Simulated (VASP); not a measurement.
These are PBEsol GGA, VASP's PBE PAW potentials (set 64) (plane waves; VASP) values and carry that method's errors.

Input for VASP

POSCAR:
```
TiCo
1.0
  2.9287095206   0.0000000000   0.0000000000
  0.0000000000   2.9287095206   0.0000000000
  0.0000000000   0.0000000000   2.9287095206
Ti Co
1 1
direct
  0.0000000000   0.0000000000   0.0000000000
  0.5000000000   0.5000000000   0.5000000000
```

### INCAR
```
! general
SYSTEM  = TiCo
PREC    = Accurate
ENCUT   = 400   ! plane-wave cut-off (eV)
LREAL   = .False.   ! projection in real space or not
LASPH   = .True.

! electronic loop
EDIFF   = 1E-6   ! SCF stop (eV)
NELM    = 100   ! most electronic steps
ALGO    = Normal   ! blocked Davidson
LMAXMIX = 4   ! l cut-off of mixed one-centre charges

! smearing
ISMEAR  = 1
SIGMA   = 0.1   ! width (eV)

! functional
GGA     = PS

! ions
IBRION  = 2   ! conjugate gradients
NSW     = 60   ! most ionic steps
ISIF    = 3   ! ions, shape and volume
EDIFFG  = -0.01

! output
LWAVE   = .False.
LCHARG  = .False.
```

KPOINTS:
```
Regular mesh
0
Gamma
  11 11 11
0 0 0
```

POTCAR, in this order: Ti_sv Co (PBE.64 set). Program: vasp_std.

Output

**OSZICAR**
```
       N       E                     dE             d eps       ncg     rms          rms(c)
DAV:   1     0.132525768347E+03    0.13253E+03   -0.88944E+03  1576   0.159E+03
DAV:   2    -0.116684637173E+02   -0.14419E+03   -0.14165E+03  1610   0.379E+02
DAV:   3    -0.191911205485E+02   -0.75227E+01   -0.74726E+01  2296   0.968E+01
DAV:   4    -0.194065017578E+02   -0.21538E+00   -0.21461E+00  1992   0.138E+01
DAV:   5    -0.194142300450E+02   -0.77283E-02   -0.77281E-02  2216   0.238E+00    0.149E+01
DAV:   6    -0.179943442626E+02    0.14199E+01   -0.18916E+01  1652   0.661E+01    0.957E+00
DAV:   7    -0.187191310265E+02   -0.72479E+00   -0.25893E+01  2528   0.559E+01    0.186E+01
DAV:   8    -0.168896974814E+02    0.18294E+01   -0.12786E+01  2338   0.360E+01    0.178E+00
DAV:   9    -0.169005273948E+02   -0.10830E-01   -0.45450E-01  2380   0.685E+00    0.190E+00
DAV:  10    -0.168869358959E+02    0.13591E-01   -0.84333E-02  2210   0.368E+00    0.535E-01
DAV:  11    -0.168843205595E+02    0.26153E-02   -0.11911E-02  2138   0.119E+00    0.215E-01
DAV:  12    -0.168839780827E+02    0.34248E-03   -0.16354E-03  2476   0.373E-01    0.354E-02
DAV:  13    -0.168839646761E+02    0.13407E-04   -0.44534E-05  1710   0.758E-02    0.288E-02
DAV:  14    -0.168839585784E+02    0.60977E-05   -0.26859E-05  2368   0.480E-02    0.451E-03
DAV:  15    -0.168839584384E+02    0.13997E-06   -0.86892E-07   930   0.130E-02
   1 F= -.16883958E+02 E0= -.16884178E+02  d E =-.168840E+02
       N       E                     dE             d eps       ncg     rms          rms(c)
DAV:   1    -0.168875404106E+02   -0.35818E-02   -0.77295E-02  1664   0.442E+00    0.552E-01
DAV:   2    -0.168951706573E+02   -0.76302E-02   -0.97422E-02  2132   0.397E+00    0.118E+00
DAV:   3    -0.168841057889E+02    0.11065E-01   -0.71329E-02  2302   0.313E+00    0.191E-01
DAV:   4    -0.168838923136E+02    0.21348E-03   -0.13669E-03  2008   0.346E-01    0.842E-02
DAV:   5    -0.168839002978E+02   -0.79842E-05   -0.26135E-04  2202   0.109E-01    0.413E-02
DAV:   6    -0.168839340636E+02   -0.33766E-04   -0.59142E-05  2110   0.609E-02    0.390E-02
DAV:   7    -0.168839339148E+02    0.14877E-06   -0.57104E-05  2372   0.752E-02    0.443E-03
DAV:   8    -0.168839340271E+02   -0.11227E-06   -0.12094E-06   994   0.114E-02
   2 F= -.16883934E+02 E0= -.16884163E+02  d E =0.244113E-04
       N       E                     dE             d eps       ncg     rms          rms(c)
DAV:   1    -0.168852443794E+02   -0.13105E-02   -0.26815E-02  1664   0.261E+00    0.324E-01
DAV:   2    -0.168878851111E+02   -0.26407E-02   -0.34221E-02  2144   0.233E+00    0.701E-01
DAV:   3    -0.168840583384E+02    0.38268E-02   -0.25729E-02  2316   0.185E+00    0.112E-01
DAV:   4    -0.168839840981E+02    0.74240E-04   -0.45425E-04  1982   0.201E-01    0.514E-02
DAV:   5    -0.168839845474E+02   -0.44932E-06   -0.97717E-05  2240   0.674E-02    0.246E-02
DAV:   6    -0.168839950542E+02   -0.10507E-04   -0.18610E-05  2132   0.378E-02    0.243E-02
DAV:   7    -0.168839940972E+02    0.95697E-06   -0.23072E-05  2366   0.470E-02    0.281E-03
DAV:   8    -0.168839940744E+02    0.22776E-07   -0.47979E-07   798   0.736E-03
   3 F= -.16883994E+02 E0= -.16884218E+02  d E =-.356360E-04
```

### OUTCAR
```
------------------------ aborting loop because EDIFF is reached ----------------------------------------
  FORCE on cell =-STRESS in cart. coord.  units (eV):
  Direction    XX          YY          ZZ          XY          YZ          ZX
  --------------------------------------------------------------------------------------
  Total        0.0035834      0.0035834      0.0035834     -0.0000000      0.0000000     -0.0000000
  in kB        0.2288785      0.2288785      0.2288785     -0.0000000      0.0000000     -0.0000000
  external PRESSURE =       0.2288785 kB  Pullay stress =       0.0000000 kB
  volume of cell :       25.08
      direct lattice vectors                 reciprocal lattice vectors
     2.927311529  0.000000000 -0.000000000     0.341610379 -0.000000000 -0.000000000
     0.000000000  2.927311529  0.000000000    -0.000000000  0.341610379 -0.000000000
     0.000000000  0.000000000  2.927311529     0.000000000 -0.000000000  0.341610379
 POSITION                                       TOTAL-FORCE (eV/Angst)
 -----------------------------------------------------------------------------------
      0.00000      0.00000      0.00000        -0.000000      0.000000      0.000000
      1.46366      1.46366      1.46366         0.000000     -0.000000      0.000000
 -----------------------------------------------------------------------------------
    total drift:                               -0.000000      0.000000      0.000000
  FREE ENERGIE OF THE ION-ELECTRON SYSTEM (eV)
  ---------------------------------------------------
  free  energy   TOTEN  =       -16.8839940744 eV

  energy  without entropy=      -16.8846652391  energy(sigma->0) =      -16.88421780

 reached required accuracy - stopping structural energy minimisation
```
(Selected blocks of OUTCAR.)

File CONTCAR:
```
TiCo
   1.00000000000000
     2.9273115293374667    0.0000000000000000   -0.0000000000000000
     0.0000000000000000    2.9273115293374667    0.0000000000000000
     0.0000000000000000    0.0000000000000000    2.9273115293374667
  Ti              Co
     1     1
Direct
     0.0000000000000000    0.0000000000000000    0.0000000000000000
     0.5000000000000000    0.5000000000000000    0.5000000000000000
```

### OUTCAR
```
 val. band max:       10.5102891229   @ k =   0.4545   0.1818   0.1818

 cond. band min:      10.5371608344   @ k =   0.4545   0.3636   0.0909


 Fermi energy:        10.5285313968

 k-point     1 :       0.0000    0.0000    0.0000
  band No.  band energies     occupation
      1     -46.3225      2.00000
      2     -22.5022      2.00000
      3     -22.5022      2.00000
      4     -22.5022      2.00000
      5       2.6440      2.00000
      6       6.4695      2.00000
      7       6.4695      2.00000
      8       9.0000      2.00000
      9       9.0000      2.00000
     10       9.0000      2.00000
     11      11.3684     -0.00000
     12      11.3684     -0.00000
     13      13.4806      0.00000
     14      13.4806      0.00000

 k-point     2 :       0.0909    0.0000    0.0000
  band No.  band energies     occupation
      1     -46.3191      2.00000
      2     -22.5326      2.00000
      3     -22.5001      2.00000
      4     -22.5001      2.00000
      5       2.8170      2.00000
      6       6.5483      2.00000
      7       6.5538      2.00000
      8       8.9882      2.00000
      9       8.9882      2.00000
     10       9.0322      2.00000
     11      11.2751     -0.00000
     12      11.4043     -0.00000
     13      13.2356      0.00000
     14      13.2356      0.00000

 k-point     3 :       0.1818    0.0000    0.0000
  band No.  band energies     occupation
      1     -46.3099      2.00000
      2     -22.6136      2.00000
      3     -22.4943      2.00000
      4     -22.4943      2.00000
      5       3.3196      2.00000
      6       6.7719      2.00000
      7       6.7781      2.00000
      8       8.9604      2.00000
      9       8.9604      2.00000
     10       9.1217      2.00000
     11      11.0049     -0.00000
     12      11.4769     -0.00000
     13      12.6659      0.00000
     14      12.6659      0.00000

 k-point     4 :       0.2727    0.0000    0.0000
  band No.  band energies     occupation
...
```

The compound is TiCo in the CsCl type structure. This run relaxes it. Symmetry was kept, so distortions that lower it aren't found. The start is the result of an earlier pass. The run is not spin-polarised, so no magnetic state was tried. The electron count is odd and the run is not spin-polarised, which forces a metal.
